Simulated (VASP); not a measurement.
# Cl2BBr in VASP: settings compared

The runs below take Cl2BBr through single point, relaxation of the atoms, atomic charges, electron localisation function, with PBE, PBE+TS, r2SCAN0+D3(BJ).

Program: VASP 6.6.1. These are calculated values, not measurements. Logs are shortened: lines on timing, memory, paths and dates and some standing lists are left out, and cuts for length are marked.

### 1 Starting point

The cell holds a molecule in a box, 4 atoms: a = 11.000 Å, b = 12.000 Å, c = 12.000 Å, α = 90.00°, β = 90.00°, γ = 90.00°.

### 2 Single point, PBE (atoms moved at random, drawn with an rms of 0.05 Å)

Contents of INCAR:

```
  PREC = Accurate
  ENCUT = 520
  EDIFF = 1E-7
  ISMEAR = 0
  SIGMA = 0.01
  LREAL = F
  LASPH = T
  NELM = 80
  ALGO = Fast
  ISIF = 2
  LWAVE = F
  LCHARG = F
  GGA = PE
```

Contents of KPOINTS:

```
regular mesh
0
Gamma
  1 1 1
```

Contents of POSCAR:

```
BBrCl2
1.0
   11.0000000000      0.0000000000      0.0000000000
    0.0000000000     12.0000000000      0.0000000000
    0.0000000000      0.0000000000     12.0000000000
Cl B Br
2 1 1
Direct
    0.5719300000      0.5833070000      0.6163140000
    0.5637930000      0.3884740000      0.4557430000
    0.5194110000      0.5228870000      0.4944670000
    0.4231620000      0.6145620000      0.3851500000
```

Potentials or basis: VASP PAW PBE potentials, release 64 (Cl, B, Br).

On the command line:

```bash
$ cat potpaw_PBE.64/Cl/POTCAR potpaw_PBE.64/B/POTCAR potpaw_PBE.64/Br/POTCAR > POTCAR
$ mpirun -np 1 vasp_gam > vasp.out
```

OUTCAR:

```text
PREC = Accurate
   ENCUT = 520
   EDIFF = 1E-7
   ISMEAR = 0
   LREAL = F
   LASPH = T
   NELM = 80
   ISIF = 2
   GGA = PE

 ion  position               nearest neighbor table
   1  0.572  0.583  0.616-   3 1.73
   2  0.564  0.388  0.456-   3 1.75
   3  0.519  0.523  0.494-   1 1.73   2 1.75   4 2.01
   4  0.423  0.615  0.385-   3 2.01

  LATTYP: Found a simple tetragonal cell.
 ALAT       =    12.0000000000
 C/A-ratio  =     0.9166666667

  Lattice vectors:

 A1 = (   0.0000000000,  12.0000000000,   0.0000000000)
 A2 = (   0.0000000000,   0.0000000000,  12.0000000000)
 A3 = (  11.0000000000,   0.0000000000,   0.0000000000)

Analysis of symmetry for initial positions (statically):
=====================================================================
 Subroutine PRICEL returns:
 Original cell was already a primitive cell.

 Routine SETGRP: Setting up the symmetry group for a
 simple tetragonal supercell.

 Subroutine GETGRP returns: Found  1 space group operations
 (whereof  1 operations were pure point group operations)
 out of a pool of 16 trial point group operations.

The static configuration has the point symmetry C_1 .

Analysis of symmetry for dynamics (positions and initial velocities):
=====================================================================
 Subroutine PRICEL returns:
 Original cell was already a primitive cell.

 Routine SETGRP: Setting up the symmetry group for a
 simple tetragonal supercell.

 Subroutine GETGRP returns: Found  1 space group operations
 (whereof  1 operations were pure point group operations)
 out of a pool of 16 trial point group operations.

The dynamic configuration has the point symmetry C_1 .

 Subroutine INISYM returns: Found  1 space group operations
 (whereof  1 operations are pure point group operations),
 and found     1 'primitive' translations

----------------------------------------------------------------------------------------

                                     Primitive cell

  volume of cell :    1584.0000

  direct lattice vectors                    reciprocal lattice vectors
    11.000000000  0.000000000  0.000000000     0.090909091  0.000000000  0.000000000
     0.000000000 12.000000000  0.000000000     0.000000000  0.083333333  0.000000000
     0.000000000  0.000000000 12.000000000     0.000000000  0.000000000  0.083333333

  length of vectors
    11.000000000 12.000000000 12.000000000     0.090909091  0.083333333  0.083333333

  position of ions in fractional coordinates (direct lattice)
     0.571930000  0.583307000  0.616314000
     0.563793000  0.388474000  0.455743000
     0.519411000  0.522887000  0.494467000
     0.423162000  0.614562000  0.385150000

  ion indices of the primitive-cell ions
   primitive index   ion index
                 1           1
                 2           2
                 3           3
                 4           4

----------------------------------------------------------------------------------------

 KPOINTS: regular mesh

Automatic generation of k-mesh.
 Grid dimensions read from file:
 generate k-points for:    1    1    1

 Generating k-lattice:

  Cartesian coordinates                     Fractional coordinates (reciprocal lattice)
     0.090909091  0.000000000  0.000000000     1.000000000  0.000000000  0.000000000
     0.000000000  0.083333333  0.000000000     0.000000000  1.000000000  0.000000000
     0.000000000  0.000000000  0.083333333     0.000000000  0.000000000  1.000000000

  Length of vectors
     0.090909091  0.083333333  0.083333333

  Shift w.r.t. Gamma in fractional coordinates (k-lattice)
     0.000000000  0.000000000  0.000000000

 Subroutine IBZKPT returns following result:
 ===========================================

 Found      1 irreducible k-points:

 Following reciprocal coordinates:
            Coordinates               Weight
  0.000000  0.000000  0.000000      1.000000
   k-points           NKPTS =      1   k-points in BZ     NKDIM =      1   number of bands    NBANDS=     16
   number of dos      NEDOS =    301   number of ions     NIONS =      4
   total plane-waves  NPLWV = 680400
   dimension x,y,z NGX =    84 NGY =   90 NGZ =   90
   dimension x,y,z NGXF=   168 NGYF=  180 NGZF=  180
   ions per type =               2   1   1
   NGX,Y,Z   is equivalent  to a cutoff of  12.70, 12.47, 12.47 a.u.
   NGXF,Y,Z  is equivalent  to a cutoff of  25.39, 24.94, 24.94 a.u.
 SYSTEM =  unknown system
   PREC   = accura    normal or accurate (medium, high low for compatibility)
   ISTART =      0    job   : 0-new  1-cont  2-samecut
   ICHARG =      2    charge: 1-file 2-atom 10-const
   ISPIN  =      1    spin polarized calculation?
   LNONCOLLINEAR =      F non collinear calculations
   LSORBIT =      F    spin-orbit coupling
   LASPH  =      T    aspherical Exc in radial PAW
   ENCUT  =  520.0 eV  38.22 Ry    6.18 a.u.  20.45 22.31 22.31*2*pi/ulx,y,z
   NELM   =     80;   NELMIN=  2; NELMDL= -5     # of ELM steps
   EDIFF  = 0.1E-06   stopping-criterion for ELM
   LREAL  =      F    real-space projection
   EDIFFG = 0.1E-05   stopping-criterion for IOM
   NSW    =      0    number of steps for IOM
   IBRION =     -1    ionic relax: 0-MD 1-quasi-New 2-CG
   NFREE  =      0    steps in history (QN), initial steepest desc. (CG)
   ISIF   =      2    stress and relaxation
   ISYM   =      2    0-nonsym 1-usesym 2-fastsym
   POTIM  = 0.5000    time-step for ionic-motion
   TEBEG  =    0.0;   TEEND  =   0.0 temperature during run
   PSTRESS=    0.0 pullay stress
   NELECT =      24.0000    total number of electrons
   NUPDOWN=      -1.0000    fix difference up-down
   EMIN   =  10.00;   EMAX   =-10.00  energy-range for DOS
   EFERMI =   0.00;   METHOD = LEGACY
   ISMEAR =     0;   SIGMA  =   0.01  broadening in eV -4-tet -1-fermi 0-gaus
   EFERMI_NEDOS =   21; number of points for ismear=-14 and -15
   IALGO  =     68    algorithm
   IMIX   =      4    mixing-type and parameters
     AMIX     =   0.40;   BMIX     =  1.00
     AMIX_MAG =   1.60;   BMIX_MAG =  1.00
  volume/ion in A,a.u.               =     396.00      2672.34
  Fermi-wavevector in a.u.,A,eV,Ry     =   0.405098  0.765524  2.232777  0.164104
  Thomas-Fermi vector in A             =   1.357169
   LORBIT       =      0    0 simple, 1 ext, 2 COOP (PROOUT), +10 PAW based schemes
   GGA     = PE    functional components
   LHFCALC =     F    Hartree Fock is set to
   AEXX    =    0.0000 exact exchange contribution
   IVDW    =     0    specifies the selected vdW correction
   LEPSILON=     F    determine dielectric tensor
   LRPA    =     F    only Hartree local field effects (RPA)
 non-spin polarized calculation
 RMM-DIIS sequential band-by-band and
 Gauss-broadening in eV      SIGMA  =   0.01
  energy-cutoff  :      520.00
  volume of cell :     1584.00
 maximum number of plane-waves:     21371
 NGX is ok and might be reduce to    84
   NGX = 41   NGY = 45   NGZ = 45

 number of electron      23.9999997 magnetization

 Free energy of the ion-electron system (eV)
  ---------------------------------------------------
  ext. energy  EPLUGINS =         0.00000000
  ---------------------------------------------------
  free energy    TOTEN  =       -15.18836459 eV

  energy without entropy =      -15.18836459  energy(sigma->0) =      -15.18836459

 E-fermi :  -6.7509     XC(G=0):  -0.9860

 val. band max:       -6.8343370043   @ k =   0.0000   0.0000   0.0000
 cond. band min:      -2.5342999171   @ k =   0.0000   0.0000   0.0000
 fundamental gap:      4.3000370872
 Fermi energy:        -6.7508825928

 k-point     1 :       0.0000    0.0000    0.0000
  band No.  band energies     occupation
      1     -21.8836      2.00000
      2     -20.9780      2.00000
      3     -19.8412      2.00000
      4     -12.7334      2.00000
      5     -10.8622      2.00000
      6     -10.3136      2.00000
[... 8 lines left out ...]
     15      -0.0812      0.00000
     16       0.7166      0.00000

------------------------ aborting loop because EDIFF is reached ----------------------------------------

  FORCE on cell =-STRESS in cart. coord.  units (eV):
  Direction    XX          YY          ZZ          XY          YZ          ZX
  --------------------------------------------------------------------------------------
  -------------------------------------------------------------------------------------
  Total       -0.8743224     -1.2559397     -1.2772527      0.9153278      0.8696435     -0.9228557
  in kB       -0.8843558     -1.2703524     -1.2919099      0.9258317      0.8796232     -0.9334460
  external PRESSURE =      -1.1488727 kB  Pullay stress =       0.0000000 kB

 VOLUME and BASIS-vectors are now :
 -----------------------------------------------------------------------------
  energy-cutoff  :      520.00
  volume of cell :     1584.00
      direct lattice vectors                 reciprocal lattice vectors
    11.000000000  0.000000000  0.000000000     0.090909091  0.000000000  0.000000000
     0.000000000 12.000000000  0.000000000     0.000000000  0.083333333  0.000000000
     0.000000000  0.000000000 12.000000000     0.000000000  0.000000000  0.083333333

 POSITION                                       TOTAL-FORCE (eV/Angst)
 -----------------------------------------------------------------------------------
      6.29123      6.99968      7.39577        -0.162087     -0.004427      0.033971
      6.20172      4.66169      5.46892        -0.229076      0.244892      0.121932
      5.71352      6.27464      5.93360        -0.212107      0.513540     -1.102288
      4.65478      7.37474      4.62180         0.603270     -0.754005      0.946386
 -----------------------------------------------------------------------------------
    total drift:                               -0.000109     -0.000206      0.000225

  FREE ENERGIE OF THE ION-ELECTRON SYSTEM (eV)
  ---------------------------------------------------
  free  energy   TOTEN  =       -15.1883645943 eV

  energy  without entropy=      -15.1883645943  energy(sigma->0) =      -15.18836459
```

Run time: 79 s. Hardware: 1 thread of AMD EPYC 9R45 (Zen 5), shared host; peak memory 1.1 GiB.

What came out:

```
Free energy                     : -15.1884 eV
Largest force                   : 1.352 eV/Å
Gap between the frontier levels : 4.30 eV
```

Forces in eV/Å, atoms in the order of the input:
```
Cl  -0.162 -0.004  0.034
Cl  -0.229  0.245  0.122
B   -0.212  0.514 -1.102
Br   0.603 -0.754  0.946
```

### 3 Relaxation of the atoms, PBE (atoms moved at random, drawn with an rms of 0.02 Å)

Contents of INCAR:

```
  ALGO = Normal
  EDIFF = 1E-7
  EDIFFG = -0.01
  ENCUT = 520
  GGA = PE
  IBRION = 2
  ISIF = 2
  ISMEAR = 0
  LASPH = T
  LCHARG = F
  LREAL = F
  LWAVE = F
  NELM = 60
  NSW = 60
  PREC = Accurate
  SIGMA = 0.01
```

Contents of KPOINTS:

```
k-points
0
Gamma
  1 1 1
```

Contents of POSCAR:

```
BBrCl2
1.0
   11.0000000000      0.0000000000      0.0000000000
    0.0000000000     12.0000000000      0.0000000000
    0.0000000000      0.0000000000     12.0000000000
Cl B Br
2 1 1
Direct
    0.5736870000      0.5853640000      0.6150720000
    0.5610430000      0.3904240000      0.4587090000
    0.5246320000      0.5265980000      0.4901740000
    0.4280310000      0.6129710000      0.3897710000
```

Potentials or basis: VASP PAW PBE potentials, release 64 (Cl, B, Br).

On the command line:

```bash
$ cat potpaw_PBE.64/Cl/POTCAR potpaw_PBE.64/B/POTCAR potpaw_PBE.64/Br/POTCAR > POTCAR
$ mpirun -np 1 vasp_gam > vasp.out
```

OUTCAR:

```text
EDIFF = 1E-7
   EDIFFG = -0.01
   ENCUT = 520
   GGA = PE
   IBRION = 2
   ISIF = 2
   ISMEAR = 0
   LASPH = T
   LREAL = F
   NELM = 60
   NSW = 60
   PREC = Accurate

 ion  position               nearest neighbor table
   1  0.574  0.585  0.615-   3 1.74
   2  0.561  0.390  0.459-   3 1.72
   3  0.525  0.527  0.490-   2 1.72   1 1.74   4 1.91
   4  0.428  0.613  0.390-   3 1.91

  LATTYP: Found a simple tetragonal cell.
 ALAT       =    12.0000000000
 C/A-ratio  =     0.9166666667

  Lattice vectors:

 A1 = (   0.0000000000,  12.0000000000,   0.0000000000)
 A2 = (   0.0000000000,   0.0000000000,  12.0000000000)
 A3 = (  11.0000000000,   0.0000000000,   0.0000000000)

Analysis of symmetry for initial positions (statically):
=====================================================================
 Subroutine PRICEL returns:
 Original cell was already a primitive cell.

 Routine SETGRP: Setting up the symmetry group for a
 simple tetragonal supercell.

 Subroutine GETGRP returns: Found  1 space group operations
 (whereof  1 operations were pure point group operations)
 out of a pool of 16 trial point group operations.

The static configuration has the point symmetry C_1 .

Analysis of symmetry for dynamics (positions and initial velocities):
[... 145 lines left out ...]

  FORCE on cell =-STRESS in cart. coord.  units (eV):
  Direction    XX          YY          ZZ          XY          YZ          ZX
  --------------------------------------------------------------------------------------
  -------------------------------------------------------------------------------------
  Total        0.0446212      0.6453340      0.1304384     -0.1615458      0.1665003      0.0262862
  in kB        0.0451333      0.6527396      0.1319353     -0.1633997      0.1684110      0.0265878
  external PRESSURE =       0.2766027 kB  Pullay stress =       0.0000000 kB
[... 95 lines left out ...]
  FREE ENERGIE OF THE ION-ELECTRON SYSTEM (eV)
  ---------------------------------------------------
  free  energy   TOTEN  =       -15.2758073851 eV

  energy  without entropy=      -15.2758073851  energy(sigma->0) =      -15.27580739

[... ionic steps 4 to 7 ...]

--------------------------------------- Ionic step        8  -------------------------------------------

 number of electron      24.0000002 magnetization

------------------------ aborting loop because EDIFF is reached ----------------------------------------
[... 71 lines left out ...]
--------------------------------------- Ionic step       10  -------------------------------------------

 number of electron      24.0000002 magnetization

 Free energy of the ion-electron system (eV)
  ---------------------------------------------------
  ext. energy  EPLUGINS =         0.00000000
  ---------------------------------------------------
  free energy    TOTEN  =       -15.27637553 eV

  energy without entropy =      -15.27637553  energy(sigma->0) =      -15.27637553

 E-fermi :  -6.8323     XC(G=0):  -0.9780

 val. band max:       -6.9060431107   @ k =   0.0000   0.0000   0.0000
 cond. band min:      -2.3799250424   @ k =   0.0000   0.0000   0.0000
 fundamental gap:      4.5261180684
 Fermi energy:        -6.8323093540

 k-point     1 :       0.0000    0.0000    0.0000
  band No.  band energies     occupation
      1     -21.8288      2.00000
      2     -20.8519      2.00000
      3     -20.1668      2.00000
      4     -12.6749      2.00000
      5     -10.8009      2.00000
      6     -10.4570      2.00000
[... 8 lines left out ...]
     15       0.1378      0.00000
     16       0.6913      0.00000
[... 29 lines left out ...]
  FREE ENERGIE OF THE ION-ELECTRON SYSTEM (eV)
  ---------------------------------------------------
  free  energy   TOTEN  =       -15.2763755318 eV

  energy  without entropy=      -15.2763755318  energy(sigma->0) =      -15.27637553

 reached required accuracy - stopping structural energy minimisation
```

OSZICAR:

```text
N       E                     dE             d eps       ncg     rms          rms(c)
DAV:   1     0.272624981315E+03    0.27262E+03   -0.58063E+03    32   0.910E+02
DAV:   2     0.935589517929E+02   -0.17907E+03   -0.17292E+03    48   0.146E+02
DAV:   3    -0.627348388810E+01   -0.99832E+02   -0.99713E+02    40   0.125E+02
[... 132 lines left out ...]
DAV:   4    -0.152763746890E+02   -0.56314E-06   -0.49659E-07    48   0.435E-03    0.160E-03
DAV:   5    -0.152763749922E+02   -0.30328E-06   -0.39822E-08    40   0.154E-03    0.549E-04
DAV:   6    -0.152763751867E+02   -0.19442E-06    0.11601E-10    40   0.603E-04    0.475E-04
DAV:   7    -0.152763754362E+02   -0.24955E-06   -0.16689E-09    40   0.595E-04    0.161E-04
DAV:   8    -0.152763755318E+02   -0.95618E-07    0.54819E-09    40   0.293E-04
  10 F= -.15276376E+02 E0= -.15276376E+02  d E =-.332462E-04
```

CONTCAR:

```text
BBrCl2
   1.00000000000000
    11.0000000000000000    0.0000000000000000    0.0000000000000000
     0.0000000000000000   12.0000000000000000    0.0000000000000000
     0.0000000000000000    0.0000000000000000   12.0000000000000000
  Cl              B               Br
     2     1     1
Direct
     0.5738938853014340    0.5858567855292222    0.6152633819782962
     0.5613125607221102    0.3896030176977628    0.4581013811897666
     0.5240894156913564    0.5267946282402105    0.4908211161645361
     0.4280971382850911    0.6131025685328074    0.3895401206674042

  0.00000000E+00  0.00000000E+00  0.00000000E+00
  0.00000000E+00  0.00000000E+00  0.00000000E+00
  0.00000000E+00  0.00000000E+00  0.00000000E+00
  0.00000000E+00  0.00000000E+00  0.00000000E+00
```

Run time: 7.5 min. Hardware: 1 thread of AMD EPYC 9R45 (Zen 5), shared host; peak memory 1.2 GiB.

Results:

| Property | Result |
| --- | --- |
| Free energy | -15.2764 eV |
| Energy gained by relaxing | 1.0 meV/atom |
| Ionic steps | 10 |
| Gap between the frontier levels | 4.53 eV |

Forces on the atoms (eV/Å):
```
Cl  -0.001  0.001  0.000
Cl  -0.001 -0.001 -0.002
B    0.002  0.001  0.000
Br   0.001 -0.002  0.002
```

Step by step:
| step | energy change (eV) | largest force (eV/Å) | pressure (GPa) |
| --- | --- | --- | --- |
| 1 | 0.0000 | 0.3982 | 0.03 |
| 2 | -0.0002 | 0.4255 | -0.01 |
| 3 | -0.0033 | 0.0916 | 0.01 |
| 4 | -0.0037 | 0.0405 | -0.01 |
| 5 | -0.0037 | 0.0405 | -0.01 |
| 6 | -0.0038 | 0.0249 | 0.00 |
| 7 | -0.0038 | 0.0405 | 0.00 |
| 8 | -0.0038 | 0.0289 | 0.00 |
| 9 | -0.0039 | 0.0142 | 0.00 |
| 10 | -0.0039 | 0.0026 | 0.00 |

Final structure:
```
Cl B Br
1.0
    11.00000    0.00000    0.00000
     0.00000   12.00000    0.00000
     0.00000    0.00000   12.00000
Cl B Br
2 1 1
Direct
  0.57389 0.58586 0.61526
  0.56131 0.38960 0.45810
  0.52409 0.52679 0.49082
  0.42810 0.61310 0.38954
```

[end of part 1 of 2]
